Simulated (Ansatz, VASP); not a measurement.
# SbAs: VASP beside Ansatz, part 2 of 2

One calculation is typed for both programs; each brings its own data sets. How far apart do they land? The cell is generated by rule, not measured, and may not be a known phase. The cell is taken from a series of runs on this material, whose earlier steps may have relaxed, scaled, displaced or heated it; both programs get it as it stands.

VASP 6.6.1 and Ansatz 0.2.0.

So far. Step 2 (Ansatz: single point, LDA, pair 1): The run ends at a pressure of 0.45 GPa, with forces up to 0.14 eV/Å. Step 3 (VASP: single point, LDA, pair 1): The run ends at a pressure of 0.66 GPa, with forces up to 0.15 eV/Å.

The structure was built from a prototype and need not be the compound's stable phase.

## (6) Ansatz: single point, LDA, pair 2

Level of this step: Ansatz beside VASP: Kohn-Sham DFT, plane waves, LDA (Ansatz).

With cell and atoms fixed, the geometry can't cause a difference; cores, projectors, grids and the points listed under the comparison can.

The cell is taken from a series of runs on this material, whose earlier steps may have relaxed, scaled, displaced or heated it; both programs get it as it stands.

input.yaml

```yaml
crystal:
  lattice:
    - [0.0, 0.0, 5.7732547121]
    - [7.2214555084, 4.1693092817, 0.0]
    - [0.0, 8.3386185634, 0.0]
  atoms:
    - { symbol: Sb, position: [0.25, 0.0014556379, 0.3304221443] }
    - { symbol: Sb, position: [0.25, 0.3304221443, 0.6681222517] }
    - { symbol: Sb, position: [0.25, 0.6681222707, 0.0014556568] }
    - { symbol: Sb, position: [0.75, 0.3362445224, 0.9985445205] }
    - { symbol: Sb, position: [0.75, 0.6652110816, 0.3362445224] }
    - { symbol: Sb, position: [0.75, -0.0014556568, 0.6652110626] }
    - { symbol: As, position: [0.25, 0.3028685608, 1.0152317158] }
    - { symbol: As, position: [0.25, 0.6818994876, 0.3028685607] }
    - { symbol: As, position: [0.25, 0.0152325042, 0.6818986183] }
    - { symbol: As, position: [0.75, -0.0152333735, 0.3637981059] }
    - { symbol: As, position: [0.75, 0.3637981059, 0.6514338457] }
    - { symbol: As, position: [0.75, 0.651434715, -0.0152325042] }
kpoints:
  mp_grid: { grid: [6, 6, 6] }
hamiltonian:
  xc: lda
scf:
  occupations: { method: methfessel_paxton, width: 0.2 }
output:
  forces: true
  stress: true
  eigenvalues: true
```

On the command line:

```sh
> ansatz run input.yaml --threads 4 --pin off --max-ram 7168MiB --backend cpu --events-out ev --progress --plain --runs-dir out
```

Numbers of over 12 decimals in the logs are rounded to 6 here.

What it wrote:

```text
[...]
Crystal: 12 atoms, lattice volume = 347.648 Å³
Basis set: ecut = 420 eV, 6727 PW (Γ)
Bands: 108, of which v1, the nominal top of the filled ones, is band 90 counted from 1 (89 counted from 0)
Symmetry: 12 space group operations
[...]
k-points: 32 of 216
[...]
k-point 0: bands = [... 86 lower, 7.7513, 7.7513, 7.8476, 7.8476, 8.5140, 8.5140, 10.3484, 10.3484, ... 14 higher]
  k-point 1: bands = [... 86 lower, 6.9292, 7.1255, 7.9944, 8.1359, 8.7253, 8.9824, 9.6843, 9.8803, ... 14 higher]
  k-point 2: bands = [... 86 lower, 6.4205, 7.3857, 7.8139, 8.3027, 8.6525, 8.9265, 9.6299, 9.9794, ... 14 higher]
  k-point 31: bands = [... 86 lower, 7.2535, 7.2535, 7.3725, 7.3725, 9.2804, 9.2804, 9.2968, 9.2968, ... 14 higher]
[key lines of the parts left out:]
SCF converged after 7 iterations
Free energy (F): -66654.287431 eV
Fermi energy:    8.502880 eV
P = ⅓ Tr σ = 1.0199 GPa (10.199 kbar)
```

The run ends at a pressure of 1.02 GPa, with forces up to 0.41 eV/Å.

## (7) VASP: single point, LDA, pair 2

The same cell, functional (in two slightly different forms), mesh and smearing now go to VASP, with its own data sets.

INCAR

```
SYSTEM = SbAs
PREC = Accurate
ENCUT = 500
EDIFF = 1E-06
NELM = 120
ISMEAR = 1
SIGMA = 0.2
LREAL = .FALSE.
ALGO = Normal
GGA = PW92
NBANDS = 42
LORBIT = 11
LWAVE = .FALSE.
LCHARG = .FALSE.
ISIF = 2
LASPH = .TRUE.
GGA_COMPAT = .FALSE.
KPAR = 2
```

POSCAR

```
SbAs
1.0
    0.0000000000      0.0000000000      5.7732547121
    7.2214555084      4.1693092817      0.0000000000
    0.0000000000      8.3386185634      0.0000000000
Sb As
6 6
Direct
    0.2500000000      0.0014555613      0.3304221920
    0.2500000000      0.3304220487      0.6681223184
    0.2500000000      0.6681221751      0.0014557046
    0.7500000000      0.3362444747      0.9985444916
    0.7500000000      0.6652109621      0.3362446180
    0.7500000000      0.9985443483      0.6652111054
    0.2500000000      0.3028685947      0.0152321289
    0.2500000000      0.6818992048      0.3028687380
    0.2500000000      0.0152319856      0.6818993481
    0.7500000000      0.9847673186      0.3637980720
    0.7500000000      0.3637979287      0.6514346811
    0.7500000000      0.6514345378      0.9847674619
```

KPOINTS

```
Automatic mesh
0
Gamma
6 6 6
0 0 0
```

PAW data sets: Sb and As (LDA family, release 64).

On the command line:

```sh
> mpirun -np 2 vasp_std
```

What it wrote:

```text
[banner, memory and clock lines left out]
running    2 mpi-ranks, on    1 nodes
[...]
[... a notice as in an earlier step ...]

 LDA part: xc-table for (Slater(with rela. corr.)+PW92), standard interpolation
 POSCAR, INCAR and KPOINTS ok, starting setup
[...]
entering main loop
       N       E                     dE             d eps       ncg     rms          rms(c)
DAV:   1     0.319485043389E+03    0.31949E+03   -0.20361E+04  2688   0.111E+03
DAV:   2    -0.231997204578E+02   -0.34268E+03   -0.32803E+03  3212   0.191E+02
DAV:   3    -0.582706729302E+02   -0.35071E+02   -0.33858E+02  3318   0.650E+01
DAV:   4    -0.593364225331E+02   -0.10657E+01   -0.10498E+01  3382   0.114E+01
[...]
DAV:  11    -0.585406244251E+02   -0.65712E-04   -0.21818E-04  3230   0.455E-02    0.186E-02
DAV:  12    -0.585406161311E+02    0.82940E-05   -0.34498E-05  3222   0.216E-02    0.130E-02
DAV:  13    -0.585406164737E+02   -0.34261E-06   -0.53017E-06  3156   0.731E-03
   1 F= -.58540616E+02 E0= -.58547248E+02  d E =0.198937E-01
```

OUTCAR, selected parts (step 7):

```text
  Total        4.1571939      4.1571939     -0.0094807      0.0000000      0.0000000     -0.0000000
  in kB       19.1589321     19.1589321     -0.0436930      0.0000002      0.0000000     -0.0000000
  external PRESSURE =      12.7580570 kB  Pullay stress =       0.0000000 kB

 POSITION                                       TOTAL-FORCE (eV/Angst)
 -----------------------------------------------------------------------------------
      0.01051      2.76133      1.44331        -0.436480      0.120067     -0.000000
      2.38613      6.94885      1.44331         0.322222      0.317969      0.000000
      4.82481      2.79775      1.44331         0.114259     -0.438037     -0.000000
      2.42817      9.72839      4.32994        -0.322222     -0.317969     -0.000000
      4.80379      5.57729      4.32994         0.436480     -0.120067      0.000000
      7.21094      9.71018      4.32994        -0.114259      0.438037     -0.000000
      2.18715      1.38977      1.44331         0.295097     -0.206665     -0.000000
      4.92430      5.36856      1.44331         0.031429      0.358894     -0.000000
      0.11000      5.74961      1.44331        -0.326526     -0.152229      0.000000
      7.11145      7.13937      4.32994        -0.031429     -0.358894      0.000000
      2.62715      6.94885      4.32994        -0.295097      0.206665     -0.000000
      4.70431     10.92763      4.32994         0.326526      0.152229      0.000000
 -----------------------------------------------------------------------------------
    total drift:                                0.001083     -0.000510      0.000000

  FREE ENERGIE OF THE ION-ELECTRON SYSTEM (eV)
  ---------------------------------------------------
  free  energy   TOTEN  =       -58.5406164737 eV

  energy  without entropy=      -58.5605102119  energy(sigma->0) =      -58.54724772

[... 2 parts as in an earlier step ...]

[... 1 further part left out ...]
[key lines of the parts left out:]
E-fermi :   5.2917
```

The run ends at a pressure of 1.28 GPa, with forces up to 0.45 eV/Å.

## (8) Differences

What differs besides the data sets and the points named for the pairs above, as far as they apply: the data sets hold 180 valence electrons in Ansatz (on its default PAW (the set named soft_2) files) and 60 in VASP. Total energies have different zeros and are not compared.

Both answers:

```csv
quantity,Ansatz,VASP,difference
pressure (GPa),1.02,1.28,-0.26
```

Forces on 7 of the 12 atoms, those with the largest forces and the largest differences (eV/Å; atoms numbered as in POSCAR):

```csv
atom,"Ansatz x, y, z","VASP x, y, z"
Sb1,"-0.406, 0.078, 0.000","-0.436, 0.120, 0.000"
Sb2,"0.270, 0.313, 0.000","0.322, 0.318, 0.000"
Sb3,"0.136, -0.391, 0.000","0.114, -0.438, 0.000"
Sb4,"-0.270, -0.313, 0.000","-0.322, -0.318, 0.000"
Sb5,"0.406, -0.078, 0.000","0.436, -0.120, 0.000"
Sb6,"-0.136, 0.391, 0.000","-0.114, 0.438, 0.000"
As12,"0.293, 0.122, 0.000","0.327, 0.152, 0.000"
```

The forces differ by 28 meV/Å r.m.s., which is 11.9 % of the r.m.s. force of 0.236 eV/Å (both taken over all components).

## (9) VASP: single point, LDA, pair 3

With cell and atoms fixed, the geometry can't cause a difference; cores, projectors, grids and the points listed under the comparison can.

INCAR is that of step 7.

POSCAR

```
SbAs
1.0
    0.0000000000      0.0000000000      5.7732547121
    7.2214555084      4.1693092817      0.0000000000
    0.0000000000      8.3386185634      0.0000000000
Sb As
6 6
Direct
    0.2500000000      0.0021171798      0.3290989462
    0.2500000000      0.3290987373      0.6687839785
    0.2500000000      0.6687837697      0.0021173887
    0.7500000000      0.3375677205      0.9978828971
    0.7500000000      0.6645492780      0.3375679294
    0.7500000000      0.9978826882      0.6645494869
    0.2500000000      0.2890209860      0.0221558241
    0.2500000000      0.6888230855      0.2890211949
    0.2500000000      0.0221556152      0.6888232944
    0.7500000000      0.9778433723      0.3776456807
    0.7500000000      0.3776454718      0.6445110516
    0.7500000000      0.6445108427      0.9778435812
```

KPOINTS is that of step 7.

On the command line:

```sh
> mpirun -np 2 vasp_std
```

What it wrote:

```text
[... set-up lines as in an earlier step ...]
 entering main loop
       N       E                     dE             d eps       ncg     rms          rms(c)
DAV:   1     0.321596602201E+03    0.32160E+03   -0.20375E+04  2688   0.111E+03
DAV:   2    -0.228888645735E+02   -0.34449E+03   -0.33030E+03  3220   0.192E+02
DAV:   3    -0.579459420401E+02   -0.35057E+02   -0.33933E+02  3330   0.652E+01
DAV:   4    -0.590045671956E+02   -0.10586E+01   -0.10450E+01  3360   0.115E+01
[...]
DAV:  11    -0.581168259132E+02   -0.71936E-04   -0.33203E-04  3232   0.560E-02    0.230E-02
DAV:  12    -0.581168130568E+02    0.12856E-04   -0.51927E-05  3180   0.269E-02    0.150E-02
DAV:  13    -0.581168138042E+02   -0.74745E-06   -0.74320E-06  3214   0.884E-03
   1 F= -.58116814E+02 E0= -.58119936E+02  d E =0.936581E-02
```

Parts of OUTCAR (step 9):

```text
  Total        8.2811821      8.2811821     -0.0856860     -0.0000000     -0.0000000      0.0000000
  in kB       38.1648315     38.1648315     -0.3948945     -0.0000001     -0.0000000      0.0000000
  external PRESSURE =      25.3115895 kB  Pullay stress =       0.0000000 kB

 POSITION                                       TOTAL-FORCE (eV/Angst)
 -----------------------------------------------------------------------------------
      0.01529      2.75306      1.44331        -1.002892      0.492242     -0.000000
      2.37657      6.94885      1.44331         0.927740      0.622409     -0.000000
      4.82959      2.80602      1.44331         0.075152     -1.114651     -0.000000
      2.43773      9.72839      4.32994        -0.927740     -0.622409      0.000000
      4.79901      5.58556      4.32994         1.002892     -0.492242     -0.000000
      7.20617      9.70191      4.32994        -0.075152      1.114651     -0.000000
      2.08715      1.38977      1.44331         1.053019     -0.494518     -0.000000
      4.97431      5.28195      1.44331        -0.098244      1.159200      0.000000
      0.16000      5.83621      1.44331        -0.954774     -0.664682      0.000000
      7.06145      7.22597      4.32994         0.098244     -1.159200      0.000000
      2.72715      6.94885      4.32994        -1.053019      0.494518     -0.000000
      4.65431     10.84103      4.32994         0.954774      0.664682     -0.000000
 -----------------------------------------------------------------------------------
    total drift:                                0.001577     -0.000723      0.000000

  FREE ENERGIE OF THE ION-ELECTRON SYSTEM (eV)
  ---------------------------------------------------
  free  energy   TOTEN  =       -58.1168138042 eV

  energy  without entropy=      -58.1261796152  energy(sigma->0) =      -58.11993574

[... 2 parts as in an earlier step ...]

[... 1 further part left out ...]
[key lines of the parts left out:]
E-fermi :   5.2740
```

The run ends at a pressure of 2.53 GPa, with forces up to 1.2 eV/Å.

## (10) Ansatz: single point, LDA, pair 3

The same cell, functional (in two slightly different forms), mesh and smearing now go to Ansatz, which takes its cutoff from its data sets.

The cell is taken from a series of runs on this material, whose earlier steps may have relaxed, scaled, displaced or heated it; both programs get it as it stands.

input.yaml

```yaml
crystal:
  lattice:
    - [0.0, 0.0, 5.7732547121]
    - [7.2214555084, 4.1693092817, 0.0]
    - [0.0, 8.3386185634, 0.0]
  atoms:
    - { symbol: Sb, position: [0.25, 0.0021172914, 0.3290988765] }
    - { symbol: Sb, position: [0.25, 0.3290988765, 0.6687838813] }
    - { symbol: Sb, position: [0.25, 0.6687839089, 0.002117319] }
    - { symbol: Sb, position: [0.75, 0.3375677902, 0.997882939] }
    - { symbol: Sb, position: [0.75, 0.664549452, 0.3375677902] }
    - { symbol: Sb, position: [0.75, -0.002117319, 0.6645494245] }
    - { symbol: As, position: [0.25, 0.2890209369, 1.022155223] }
    - { symbol: As, position: [0.25, 0.6888234972, 0.2890209368] }
    - { symbol: As, position: [0.25, 0.0221563697, 0.6888222327] }
    - { symbol: As, position: [0.75, -0.0221576342, 0.3776457298] }
    - { symbol: As, position: [0.75, 0.3776457298, 0.6445098361] }
    - { symbol: As, position: [0.75, 0.6445111007, -0.0221563697] }
kpoints:
  mp_grid: { grid: [6, 6, 6] }
hamiltonian:
  xc: lda
scf:
  occupations: { method: methfessel_paxton, width: 0.2 }
output:
  forces: true
  stress: true
  eigenvalues: true
```

On the command line:

```sh
> ansatz run input.yaml --threads 4 --pin off --max-ram 7168MiB --backend cpu --events-out ev --progress --plain --runs-dir out
```

What it wrote:

```text
[...]
Crystal: 12 atoms, lattice volume = 347.648 Å³
Basis set: ecut = 420 eV, 6727 PW (Γ)
Bands: 108, of which v1, the nominal top of the filled ones, is band 90 counted from 1 (89 counted from 0)
Symmetry: 12 space group operations
[...]
k-points: 32 of 216
[...]
k-point 0: bands = [... 86 lower, 7.5942, 7.5942, 7.7020, 7.7020, 8.5694, 8.5694, 10.1907, 10.2432, ... 14 higher]
  k-point 1: bands = [... 86 lower, 6.9199, 7.0887, 7.7841, 7.9223, 8.7168, 8.9854, 9.7726, 9.9533, ... 14 higher]
  k-point 2: bands = [... 86 lower, 6.4418, 7.3043, 7.6196, 8.1384, 8.5968, 9.0509, 9.7417, 10.0427, ... 14 higher]
  k-point 31: bands = [... 86 lower, 7.3244, 7.3244, 7.4567, 7.4567, 9.2369, 9.2369, 9.2946, 9.2946, ... 14 higher]
[key lines of the parts left out:]
SCF converged after 7 iterations
Free energy (F): -66653.900678 eV
Fermi energy:    8.484152 eV
P = ⅓ Tr σ = 2.1970 GPa (21.970 kbar)
```

The run ends at a pressure of 2.20 GPa, with forces up to 1.1 eV/Å.

## (11) Differences

What differs besides the data sets and the points named for the pairs above, as far as they apply: the data sets hold 180 valence electrons in Ansatz (on its default PAW (the set named soft_2) files) and 60 in VASP. Total energies have different zeros and are not compared.

Both answers:

```csv
quantity,Ansatz,VASP,difference
pressure (GPa),2.20,2.53,-0.33
```

Forces on 9 of the 12 atoms, those with the largest forces and the largest differences (eV/Å; atoms numbered as in POSCAR):

```csv
atom,"Ansatz x, y, z","VASP x, y, z"
Sb3,"0.104, -1.033, 0.000","0.075, -1.115, 0.000"
Sb5,"0.946, -0.426, 0.000","1.003, -0.492, 0.000"
Sb6,"-0.104, 1.033, 0.000","-0.075, 1.115, 0.000"
As7,"0.984, -0.462, 0.000","1.053, -0.495, 0.000"
As8,"-0.092, 1.083, 0.000","-0.098, 1.159, 0.000"
As9,"-0.892, -0.621, 0.000","-0.955, -0.665, 0.000"
As10,"0.092, -1.083, 0.000","0.098, -1.159, 0.000"
As11,"-0.984, 0.462, 0.000","-1.053, 0.495, 0.000"
As12,"0.892, 0.621, 0.000","0.955, 0.665, 0.000"
```

The forces differ by 47 meV/Å r.m.s., which is 7.2 % of the r.m.s. force of 0.658 eV/Å (both taken over all components).

## (12) Outcome

```
r.m.s. force difference (single point, LDA, pair 1) : 17 meV/Å
r.m.s. force difference (single point, LDA, pair 2) : 12 % of the r.m.s. force
r.m.s. force difference (single point, LDA, pair 3) : 7.2 % of the r.m.s. force
```

In words: The r.m.s. force difference is 12 % of the r.m.s. force (single point, LDA, pair 2), beyond the 3 % picked in this series as the mark of a large difference. The data sets hold unlike numbers of valence electrons (180 in Ansatz and 60 in VASP), so part of the differences comes from the potentials. Single point, LDA, pair 1, VASP with the data sets Sb_d_GW and As_d and a cutoff of 600 eV: r.m.s. force difference goes from 17 to 2.8 meV/Å; the difference in pressure goes from -0.21 to -0.056 GPa. What causes the difference of the single point, LDA, pair 2 pair stays open here. What causes the difference of the single point, LDA, pair 3 pair stays open here. 1 further run of this series is not shown here. How closely two codes agree says nothing of how well the functional describes the real material.

[Lines on the potential files, build, host, timing and source positions are cut from VASP's logs without a mark.]

[Logs are printed without paths, hosts, clocks, repeated set-up lines and the standing remarks that a program may print on its own settings, such as how far it seeks lower states.]

[Hosts, paths, dates, database ids (printed as entryN), source tags and the programs' standing remarks are cut or masked in the printed files.]
